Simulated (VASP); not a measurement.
Output of a VASP run:

OSZICAR:
```
       N       E                     dE             d eps       ncg     rms          rms(c)
DAV:   1     0.109188626736E+03    0.10919E+03   -0.10067E+04  1074   0.161E+03
DAV:   2    -0.180386531717E+01   -0.11099E+03   -0.10706E+03  1092   0.301E+02
DAV:   3    -0.514244756813E+01   -0.33386E+01   -0.33264E+01  1330   0.634E+01
DAV:   4    -0.516075078487E+01   -0.18303E-01   -0.18302E-01  1197   0.404E+00
DAV:   5    -0.516098103178E+01   -0.23025E-03   -0.23025E-03  1351   0.464E-01    0.726E+00
DAV:   6    -0.476717556510E+01    0.39381E+00   -0.14427E+00  1085   0.142E+01    0.477E+00
DAV:   7    -0.474452280741E+01    0.22653E-01   -0.29522E-02  1416   0.373E+00    0.262E+00
DAV:   8    -0.473650804584E+01    0.80148E-02   -0.10567E-02  1307   0.122E+00    0.161E-01
DAV:   9    -0.473654142297E+01   -0.33377E-04   -0.40425E-04  1148   0.215E-01    0.843E-02
DAV:  10    -0.473655007714E+01   -0.86542E-05   -0.42718E-05  1302   0.956E-02    0.154E-02
DAV:  11    -0.473655057954E+01   -0.50240E-06   -0.77913E-06  1169   0.631E-02
   1 F= -.47365506E+01 E0= -.47363198E+01  d E =-.692451E-03
```

### OUTCAR
```
------------------------ aborting loop because EDIFF is reached ----------------------------------------
  FORCE on cell =-STRESS in cart. coord.  units (eV):
  Direction    XX          YY          ZZ          XY          YZ          ZX
  --------------------------------------------------------------------------------------
  Total       -0.5550877     -0.5550877     -0.5550877     -0.0000000     -0.0000000      0.0000000
  in kB      -26.8126669    -26.8126669    -26.8126669     -0.0000000     -0.0000000      0.0000000
  external PRESSURE =     -26.8126669 kB  Pullay stress =       0.0000000 kB
  volume of cell :       33.17
      direct lattice vectors                 reciprocal lattice vectors
     3.213000000  0.000000000  0.000000000     0.311235605  0.000000000  0.000000000
     0.000000000  3.213000000  0.000000000     0.000000000  0.311235605  0.000000000
     0.000000000  0.000000000  3.213000000     0.000000000  0.000000000  0.311235605
 POSITION                                       TOTAL-FORCE (eV/Angst)
 -----------------------------------------------------------------------------------
      1.60650      1.60650      1.60650         0.000000      0.000000      0.000000
      0.00000      0.00000      0.00000         0.000000      0.000000      0.000000
 -----------------------------------------------------------------------------------
    total drift:                                0.000000      0.000000     -0.000000
  FREE ENERGIE OF THE ION-ELECTRON SYSTEM (eV)
  ---------------------------------------------------
  free  energy   TOTEN  =        -4.7365505795 eV

  energy  without entropy=       -4.7358581284  energy(sigma->0) =       -4.73631976
```
(Selected blocks of OUTCAR.)

File POSCAR:
```
AuZn
1
    3.2130000000     0.0000000000     0.0000000000
    0.0000000000     3.2130000000     0.0000000000
    0.0000000000     0.0000000000     3.2130000000
Zn Au
1 1
Direct
  0.5000000000   0.5000000000   0.5000000000
  0.0000000000   0.0000000000   0.0000000000
```

Write an INCAR and KPOINTS that could have produced this output.

This is not unique; one that fits is the input of the run itself, PBE GGA, plane waves, VASP's PBE PAW potentials (set 64).

**INCAR**
```
ALGO = Normal
EDIFF = 1E-6
ENCUT = 400
GGA = PE
ISIF = 2
ISMEAR = 1
LASPH = .True.
LCHARG = .False.
LMAXMIX = 6
LREAL = .False.
LWAVE = .False.
NELM = 100
PREC = Accurate
SIGMA = 0.1
SYSTEM = AuZn
```

**KPOINTS**
```
Automatic mesh
0
Gamma
9 9 9
0 0 0
```

POTCAR, in this order: Zn Au (PBE.64 set). Program: vasp_std.

The compound is AuZn in the CsCl type structure. The cell was not relaxed at this level. The electron count is odd and the run is not spin-polarised, which forces a metal.
